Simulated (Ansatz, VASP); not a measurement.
# Cross-check of PmTe between VASP and Ansatz

One calculation is typed for both programs; each brings its own data sets and cutoff. How far apart do they land? The cell is invented: As first built, before any earlier steps moved the atoms (in the runner's words): it takes the PmS structure with some of its atoms replaced by other elements, volume scaled by an estimate. It may not be a known or stable phase. The cell is taken from a series of VASP runs on this material, whose earlier steps may have relaxed, scaled or displaced it; both programs get it as it stands.

Calculated with Ansatz 0.2.0; plane waves, with VASP 6.6.1 beside it; relaxation of cell and atoms at PBEsol.

In doubt: a part-filled 4f shell, where there is one, can sit in one of many states, so energies may not be the lowest and differences between runs may mislead; derivatives with an open 4f shell can jump between states, which bears on forces and vibrations.

## Step 1: The starting structure

It takes space group Fm-3m (No. 225, cubic). Conventional cell: a = 6.313 Å, b = 6.313 Å, c = 6.313 Å, α = 90.00°, β = 90.00°, γ = 90.00°. Nearest to Pm lie 6 Te at 3.16 Å. Te has 6 Pm at 3.16 Å nearest. As first built, before any earlier steps moved the atoms (in the runner's words): sites of the PmS structure (space group 225) filled with other elements, volume scaled by an estimate. Farther neighbours and most contacts between anions are not listed.

## Step 2: Ansatz: relaxation of cell and atoms, PBEsol

Ansatz runs on its default PAW (the set named soft_2) files.

The relaxed volume is the usual yardstick between codes: its relative difference is about their pressure difference at one cell divided by the bulk modulus.

Contents of input.yaml:

```yaml
crystal:
  lattice:
    - [0.0, 3.1564414157, 3.1564414157]
    - [3.1564414157, 0.0, 3.1564414157]
    - [3.1564414157, 3.1564414157, 0.0]
  atoms:
    - { symbol: Pm, position: [0.0, 0.0, 0.0], spin: 4.0 }
    - { symbol: Te, position: [0.5, 0.5, 0.5] }
hamiltonian:
  xc: pbesol
  pseudopotentials: { kind: paw }
magnetization:
  spin_polarized: true
kpoints:
  mp_grid: { grid: [7, 7, 7] }
scf:
  occupations: { method: gaussian, width: 0.05 }
relax:
  f_tol: 0.01
  max_steps: 60
  cell: { stress_tol: 0.05 }
output:
  forces: true
  stress: true
```

The run is started by

```console
$ ansatz run input.yaml --threads 4 --pin off --max-ram 9216MiB --backend cpu --events-out ev --progress --plain --runs-dir out
```

Numbers of over 12 decimals in the logs are rounded to 6 here.

Log:

```text
Warning: where an SCF of this run starts from atoms to list the orders of its open shells, Pm (site 0, from 0) starts with 4.20 μB on its 4f shell, in the place of the 4.00 μB that the deck gives it: an open f shell starts with all that it can hold by Hund's first rule. To start from spheres of the given moment, type scf.initial_density.shell_occupations: []
band count auto-derived: 24 (N_el = 31.0; filled up to band 16; 22 by the electrons, moments and atoms)
Engine: ansatz 0.2.0, aarch64-unknown-linux-gnu
Pseudopotentials: kind: paw
Pseudopotential: Pm, paw, valence charge 15, recommended cutoff 590 eV (normal), Pm.paw.azcp
Pseudopotential: Te, paw, valence charge 16, recommended cutoff 420 eV (normal), Te.paw.azcp
Functional definition: PBEsol
  exchange = pbesol_x
  correlation = pbesol_c
Crystal: 2 atoms, lattice volume = 62.896 Å³
Basis set: ecut = 590 eV, 2085 PW (Γ), exchange–correlation on 80×80×80 points (8 copies of the dense FFT grid, shifted against one another)
Bands: 24, of which v1, the nominal top of the filled ones, is band 16 counted from 1 (15 counted from 0)
Symmetry: 48 space group operations
Space group: Fm-3m (ITA 225), of the structure as read, at distance tolerance 4.0e-5 Å
Magnetic group: BNS 225.116 (UNI 1618), of the structure as read, at distance tolerance 4.0e-5 Å
k-points: 20 of 343
Non-local potential: Pm, projectors of the file, l = 0: 3, l = 1: 3, l = 2: 3, l = 3: 4
Non-local potential: Te, projectors of the file, l = 0: 2, l = 1: 2, l = 2: 2, l = 3: 2
PAW form: soft (Blöchl's): semilocal exchange-correlation on the pseudo side does not see the compensation charge
PAW frozen core: Pm, as the file was generated: its core relaxes under this functional
PAW frozen core: Te, regenerated for the run's functional, and the local potential with it (the file was generated under x = pbe(κ = 0.804, μ = 0.219515), c = pbe(β = 0.066725))
PAW one-centre angular grid: Pm, 590 points (default); XC on 64 Gauss nodes
PAW one-centre angular grid: Te, 590 points (default); XC on 64 Gauss nodes
Initial density: superposition of atomic densities (chi_scale 0.1, normalization cell)
Starting moments: Σ|m| = 4 μB on 1 of 2 sites
Initial wavefunctions: pseudopotential atomic-orbital guess
Functional: x = pbesol(κ = 0.804, μ = 0.123457), c = pbesol(β = 0.046)
iter 1 solved again at ethr=1.26e-3 eV; its pass at ethr=3.10e-3 eV (dr2=3.90e-1 eV) is discarded
SCF iter   1: F=—  HF=-14580.133684 eV  |F-HF|=—  |Δ(HF+E_count)|=         —  Δρ=8.75e-2 (↑8.75e-2 ↓9.12e-3)  dr2=3.99e-1  dr2_m=1.12e0  M=4.585 μB ∫|m|=4.637 μB  β_m=0.30  ethr=1.26e-3  ⟨swp⟩=1.0  Hψ=5522  notcnv=0
Mixer restart at iter 1: flushing history
preconditioner: auto → Kerker (q_TF=auto, 2.425 Å⁻¹)  [metal: Δε(μ)=0.008 eV  Ē_g=5.789 eV  σ=0.050 eV  W_gap=0.08  n_scr=14 (ndim 8)  ℏωp=16.9 eV  f_vac=0.000  D(μ)=16.54/eV (n_scr^D=338)]
spin=Collinear: Kerker preconditioning applied to the charge; magnetization (m = ρ↑ − ρ↓) channel mixes plain (no charge-response kernel on spin).
SCF iter   2: F=—  HF=-14580.318529 eV  |F-HF|=—  |Δ(HF+E_count)|=   1.85e-1  Δρ=6.63e-2 (↑6.63e-2 ↓7.20e-3)  dr2=2.80e-1  dr2_m=6.40e-1  M=4.645 μB ∫|m|=4.701 μB  β_m=0.65  ethr=1.26e-3  ⟨swp⟩=1.8  Hψ=1177  notcnv=0
SCF iter   3: F=—  HF=-14580.787853 eV  |F-HF|=—  |Δ(HF+E_count)|=   4.69e-1  Δρ=1.33e-2 (↑1.33e-2 ↓2.24e-3)  dr2=3.31e-2  dr2_m=2.58e-2  M=4.774 μB ∫|m|=4.872 μB  β_m=0.82  ethr=9.02e-4  ⟨swp⟩=2.6  Hψ=2268  notcnv=0  defer=6
SCF iter   4: F=—  HF=-14580.799270 eV  |F-HF|=—  |Δ(HF+E_count)|=   1.14e-2  Δρ=4.40e-3 (↑4.40e-3 ↓1.26e-3)  dr2=1.54e-2  dr2_m=2.65e-3  M=4.784 μB ∫|m|=4.883 μB  β_m=0.91  ethr=1.07e-4  ⟨swp⟩=2.3  Hψ=1494  notcnv=0  defer=12
SCF iter   5: F=—  HF=-14580.814490 eV  |F-HF|=—  |Δ(HF+E_count)|=   1.52e-2  Δρ=2.36e-3 (↑2.36e-3 ↓5.82e-4)  dr2=1.37e-3  dr2_m=8.77e-4  M=4.842 μB ∫|m|=4.943 μB  β_m=0.96  ethr=4.96e-5  ⟨swp⟩=2.5  Hψ=1903  notcnv=0  defer=12
SCF iter   6: F=—  HF=-14580.814876 eV  |F-HF|=—  |Δ(HF+E_count)|=   3.85e-4  Δρ=5.48e-4 (↑5.48e-4 ↓1.86e-4)  dr2=1.48e-4  dr2_m=4.48e-5  M=4.858 μB ∫|m|=4.963 μB  β_m=0.98  ethr=4.43e-6  ⟨swp⟩=2.0  Hψ=1905  notcnv=0  defer=16
SCF iter   7: F=—  HF=-14580.815100 eV  |F-HF|=—  |Δ(HF+E_count)|=   2.25e-4  Δρ=1.24e-4 (↑1.24e-4 ↓7.45e-5)  dr2=1.06e-5  dr2_m=2.54e-6  M=4.857 μB ∫|m|=4.963 μB  β_m=0.99  ethr=4.77e-7  ⟨swp⟩=2.0  Hψ=1723  notcnv=0  defer=13
SCF iter   8: F=—  HF=-14580.815115 eV  |F-HF|=—  |Δ(HF+E_count)|=   1.49e-5  Δρ=4.60e-5 (↑4.60e-5 ↓1.86e-5)  dr2=1.90e-6  dr2_m=2.65e-7  M=4.857 μB ∫|m|=4.963 μB  β_m=0.99  ethr=3.43e-8  ⟨swp⟩=3.0  Hψ=1646  notcnv=0  defer=15
SCF iter   9: F=—  HF=-14581.664879 eV  |F-HF|=—  |Δ(HF+E_count)|=         —  Δρ=1.79e-1 (↑1.79e-1 ↓1.12e-4)  dr2=7.05e-1  dr2_m=4.64e0  M=4.856 μB ∫|m|=4.963 μB  β_m=1.00  ethr=6.12e-9  ⟨swp⟩=2.0  Hψ=1498  notcnv=0  defer=16
Mixer restart at iter 9: flushing history
SCF iter  10: F=—  HF=-14580.795419 eV  |F-HF|=—  |Δ(HF+E_count)|=   8.69e-1  Δρ=4.83e-3 (↑4.83e-3 ↓1.90e-3)  dr2=1.90e-3  dr2_m=1.36e-3  M=4.845 μB ∫|m|=4.953 μB  β_m=0.99  ethr=1.61e-4  ⟨swp⟩=2.8  Hψ=1978  notcnv=0  defer=21
SCF iter  11: F=—  HF=-14580.795945 eV  |F-HF|=—  |Δ(HF+E_count)|=   5.27e-4  Δρ=7.45e-4 (↑7.45e-4 ↓1.88e-4)  dr2=1.97e-4  dr2_m=8.24e-5  M=4.839 μB ∫|m|=4.946 μB  β_m=0.99  ethr=6.13e-6  ⟨swp⟩=2.0  Hψ=1424  notcnv=0  defer=17
SCF iter  12: F=—  HF=-14580.796102 eV  |F-HF|=—  |Δ(HF+E_count)|=         —  Δρ=2.19e-4 (↑2.19e-4 ↓7.00e-5)  dr2=2.68e-5  dr2_m=6.46e-6  M=4.835 μB ∫|m|=4.942 μB  ethr=6.34e-7  ⟨swp⟩=2.0  Hψ=1537  notcnv=0  defer=17
Mixer restart at iter 12: flushing history
SCF iter  13: F=—  HF=-14580.815121 eV  |F-HF|=—  |Δ(HF+E_count)|=         —  Δρ=2.59e-5 (↑2.59e-5 ↓4.92e-6)  dr2=4.14e-7  dr2_m=9.15e-8  M=4.856 μB ∫|m|=4.963 μB  β_m=0.99  ethr=6.12e-9  ⟨swp⟩=4.4  Hψ=2837  notcnv=0  defer=8
SCF iter  14: F=—  HF=-14580.815121 eV  |F-HF|=—  |Δ(HF+E_count)|=   1.64e-7  Δρ=1.03e-5 (↑1.03e-5 ↓3.21e-6)  dr2=2.91e-8  dr2_m=1.72e-8  M=4.856 μB ∫|m|=4.963 μB  β_m=0.92  ethr=1.34e-9  ⟨swp⟩=2.0  Hψ=1747  notcnv=0  defer=9
SCF iter  15: F=-14580.815121 eV  HF=-14580.815121 eV  |F-HF|=2.73e-8  |Δ(HF+E_count)|=   9.67e-9  Δρ=6.89e-6 (↑6.89e-6 ↓1.36e-6)  dr2=3.63e-8  dr2_m=6.81e-9  M=4.856 μB ∫|m|=4.963 μB  ethr=9.39e-11  ⟨swp⟩=2.1  Hψ=2672  notcnv=0
SCF 1 converged in 15 iterations: F = -14580.815121 eV  dr2 = 3.63e-8
  greatest PAW one-centre occupation: 0.998 electrons in one spin orbital (limit 2), on the Te atom at site 1 (counted from 0), in its partial waves of l = 2
relax step   1: F+E_penalty+E_count = -14580.81512076 eV  Δ(F+E_penalty+E_count) = +0.000e0 eV  max|allowed force component| = 1.689e-29 eV/Å  Δτ_max = 0.0000 Å  P = +0.349 GPa  Ω = 62.896 Å³  (15 SCF iters, dr2 threshold 1.00e-7 eV, accepted)
[...]
relax step   2: F+E_penalty+E_count = -14580.81554910 eV  Δ(F+E_penalty+E_count) = -4.283e-4 eV  max|allowed force component| = 6.311e-29 eV/Å  Δτ_max = 0.0000 Å  P = -0.122 GPa  Ω = 63.538 Å³  energy of the carried Pulay correction = -1.981e-5 eV  (7 SCF iters, dr2 threshold 2.00e-7 eV, accepted)
[...]
relax step   3: F+E_penalty+E_count = -14580.81561870 eV  Δ(F+E_penalty+E_count) = -6.960e-5 eV  max|allowed force component| = 4.142e-30 eV/Å  Δτ_max = 0.0000 Å  P = -0.001 GPa  Ω = 63.371 Å³  energy of the carried Pulay correction = -1.465e-5 eV  (6 SCF iters, dr2 threshold 3.72e-8 eV, accepted)
[...]
relax step   4: F+E_penalty+E_count = -14580.81563059 eV  Δ(F+E_penalty+E_count) = -1.189e-5 eV  max|allowed force component| = 9.302e-30 eV/Å  Δτ_max = 0.0000 Å  P = -0.001 GPa  Ω = 63.371 Å³  stress off target by 6.38e-4 GPa  SCF on the basis re-selected at this cell (its energy is not comparable with the rows above)  (6 SCF iters)
basis re-selected at this cell: Δ(F+E_penalty+E_count) = -1.189e-5 eV, ΔP = +0.000 GPa vs the last step (what re-selecting the basis moved, of the pressure what is left beyond the Pulay correction that the steps carried, after the strain that the cell walked since its last selection, with what the two solves' SCF thresholds leave and, on support functions, any second-order correction that the steps lacked; it is no m [...]
SCF converged after 6 iterations
Magnetization: 4.8586 μB (17.9293 up, 13.0707 down)
Absolute magnetization: 4.9666 μB (∫|ρ↑−ρ↓|, with the PAW one-centre terms)
Spin contamination: 0.0175 ħ² per cell (⟨S²⟩ above its minimum at these occupations)
Per-site moments (μB) at R_I (Å): [(4.621222, 1.305298), (-0.049971, 1.305298)]
Free energy (F): -14580.815631 eV
Harris-Foulkes:  -14580.815631 eV  (|F-HF|=3.64e-12)
Internal energy: -14580.798580 eV  (E = F + TS)
E sigma→0 (E₀):  -14580.807105 eV
Entropy (-TS):   -0.017050 eV (-8.525 meV/atom)
Fermi energy:    11.460869 eV
--- Per-component energies (eV) ---
  E_band       = -245.347016
  E_kinetic    = 526.088681
  E_local      = -2605.267634  (includes V_loc(G=0)·N_el)
  E_nonlocal   = 210.306663
  E_hartree    = 1262.793455
  E_xc         = -676.434091
  E_vxc        = -301.753829  (∫ρ·V_xc dr)
  E_paw        = -10194.684021  (= ΣΔE_a, less E_core_relax)
  E_vpaw       = -600.307363  (= ΣTr[D̂ρ^β], less what the cores' own moments, if any, meet on the grid)
  E_core_relax = -0.042247  (the energy of the cores' relaxation)
  E_aug_tail   = -0.000341  (compensation charges beyond the density's cutoff)
  E_ewald      = -3103.933861
  E_core_change = 0.374815  (= ΣΔE_core)
  E_smearing   = -0.017050  (= −TS)
  E_closure    = -0.000000  (closes the sum)
  Σ components = -14580.815631   (vs F -14580.815631, Δ=0.00e0)
--- Forces (eV/Å), atoms counted from 1 ---
  atom   1  Pm    -0.00000000     0.00000000     0.00000000
  atom   2  Te     0.00000000    -0.00000000     0.00000000
  max |Σ_I F_I| component: 1.51e-29 eV/Å
--- Stress (GPa, compression-positive) ---
       -0.000638      -0.000000      -0.000000
       -0.000000      -0.000638      -0.000000
        0.000000      -0.000000      -0.000638
  P = ⅓ Tr σ = -0.0006 GPa (-0.006 kbar)
--- Relaxed structure (3 steps of the walk, 3 accepted, 1 SCFs on fresh bases) ---
  F+E_penalty+E_count = -14580.81563059 eV   max|allowed force component| = 9.302e-30 eV/Å   (the final SCF, on the basis selected at the relaxed cell)
  cell:  # Å, volume = 63.3706 Å³
    - [0, 3.164360, 3.164360]
    - [3.164360, 0, 3.164360]
    - [3.164360, 3.164360, 0]
  atoms:
    - { symbol: Pm, position: [0, 0, 0] }
    - { symbol: Te, position: [0.5, 0.5, 0.5] }
```

Elapsed: 8.3 s, on 4 threads of Arm Neoverse V2, shared host; peak memory 0.61 GiB.

(Continued in part 2 of 2.)

[Lines on the potential files, build, host, timing and source positions are cut from VASP's logs without a mark.]

[Logs are printed without paths, hosts, clocks, repeated set-up lines and the standing remarks that a program may print on its own settings, such as how far it seeks lower states.]

[Hosts, paths, dates, database ids (printed as entryN), source tags and the programs' standing remarks are cut or masked in the printed files.]
